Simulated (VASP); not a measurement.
Here is the system:

```xyz
1
Lattice="0.0000 2.0230 2.0230 2.0230 0.0000 2.0230 2.0230 2.0230 0.0000" Properties=species:S:1:pos:R:3 pbc="T T T"
Al     0.0000     0.0000     0.0000
```

Computed with TPSS meta-GGA, VASP's PBE PAW potentials (set 64) (plane waves; VASP). Settings: 520 eV cut-off, 16×16×16 Γ-centred mesh, first-order Methfessel-Paxton smearing of 0.10 eV, potentials Al.

Problem. Give the stress tensor in GPa (positive for a compressed cell).

Solution. 
```
-2.17   0.00   0.00
 0.00  -2.17   0.00
 0.00   0.00  -2.17
```
The pressure is its mean diagonal, -2.17 GPa.

The compound is Al in the fcc structure. This cell is one point of a volume scan, at 1.03 of the reference volume.
